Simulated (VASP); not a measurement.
All values below come from PBE GGA, VASP's PBE PAW potentials (set 64) (plane waves; VASP).

Input for VASP

File KPOINTS:
```
Automatic mesh
0
Gamma
7 7 7
0 0 0
```

### POSCAR
```
GaAs
1
    0.0000000000     2.8250000000     2.8250000000
    2.8250000000     0.0000000000     2.8250000000
    2.8250000000     2.8250000000     0.0000000000
Ga As
1 1
Direct
  0.0000000000   0.0000000000   0.0000000000
  0.2500000000   0.2500000000   0.2500000000
```

INCAR:
```
! general
SYSTEM =GaAs
PREC   =Accurate
ENCUT  =400
LREAL  =.False.
LASPH  =.True.

! electronic loop
EDIFF  =1E-6
NELM   =100
ALGO   =Normal
LMAXMIX=4

! smearing
ISMEAR =0
SIGMA  =0.05

! functional
GGA    =PE

! ions
IBRION =2
NSW    =60
ISIF   =3
EDIFFG =-0.01

! output
LWAVE  =.False.
LCHARG =.False.
```

POTCAR, in this order: Ga_d As (PBE.64 set). Program: vasp_std.

Energy and stress use the plane-wave basis of the starting cell.

Task: Predict the energy per atom (σ→0), volume per atom, band gap (on the k-mesh).

Result: 
The energy per atom (σ→0) is -4.131 eV/atom and the band gap (on the k-mesh) comes out as 0.17 eV. The volume per atom comes out as 23.66 Å³/atom.

OSZICAR:
```
...
DAV:   3    -0.826107617651E+01    0.34473E-04   -0.45702E-05   690   0.134E-01    0.769E-03
DAV:   4    -0.826107333917E+01    0.28373E-05   -0.39748E-06   530   0.304E-02    0.261E-03
DAV:   5    -0.826107304001E+01    0.29917E-06   -0.26487E-07   260   0.818E-03
   4 F= -.82610730E+01 E0= -.82610665E+01  d E =-.229769E-01
       N       E                     dE             d eps       ncg     rms          rms(c)
DAV:   1    -0.826107384023E+01   -0.50106E-06   -0.28609E-06   420   0.330E-02    0.283E-03
DAV:   2    -0.826107364721E+01    0.19302E-06   -0.36778E-07   260   0.145E-02
   5 F= -.82610736E+01 E0= -.82610671E+01  d E =-.607205E-06
```

The compound is GaAs in the zinc blende structure. This run relaxes it. Symmetry was kept, so distortions that lower it aren't found.
